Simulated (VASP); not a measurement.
Data:

```xyz
3
Lattice="0.0000 2.1585 2.1585 2.1585 0.0000 2.1585 2.1585 2.1585 0.0000" Properties=species:S:1:pos:R:3 pbc="T T T"
Be     1.0793     1.0793     1.0793
Be     3.2378     3.2378     3.2378
C      4.3171     2.1585     2.1585
```

Computed with PBEsol GGA, VASP's PBE PAW potentials (set 64) (plane waves; VASP 6.6.1). Numerical set-up: 520 eV cut-off, 12×12×12 Γ-centred mesh, Gaussian smearing of 0.010 eV, potentials Be C.

**Question.** Give the electronic dielectric tensor ε∞ (DFPT, local fields included).

**Answer.** 
```
7.01  0.00  0.00
0.00  7.01  0.00
0.00  0.00  7.01
```

**Question.** Give the Born effective charges.

**Answer.** 
```tsv
atom	Z*xx	Z*yy	Z*zz	mean
Be1	1.53	1.53	1.53	1.53
Be2	1.53	1.53	1.53	1.53
C3	-3.06	-3.06	-3.06	-3.06
```

The compound is Be2C in the antifluorite structure. It was relaxed first.
